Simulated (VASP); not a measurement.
Here is the system:

```
CELL_PARAMETERS angstrom
      0.00000     2.44122     2.44122
      2.44122     0.00000     2.44122
      2.44122     2.44122     0.00000
ATOMIC_POSITIONS crystal
  Sr 0.00000 0.00000 0.00000
  O  0.50000 0.50000 0.50000
```

Level of theory: PBEsol GGA, VASP's PBE PAW potentials (set 64) (plane waves; VASP). Run with 620 eV cut-off, 9×9×9 Γ-centred mesh, Gaussian smearing of 0.050 eV, potentials Sr_sv O.

Q: Estimate the energy per atom (σ→0), pressure.

A: 
```json
{
  "energy per atom (σ→0)": "-6.191 eV/atom",
  "pressure": "19.82 GPa"
}
```

The structure was generated: SrO was put into the rock salt type (Fm-3m), which need not be its known phase. It was relaxed first under an external pressure of 20 GPa.
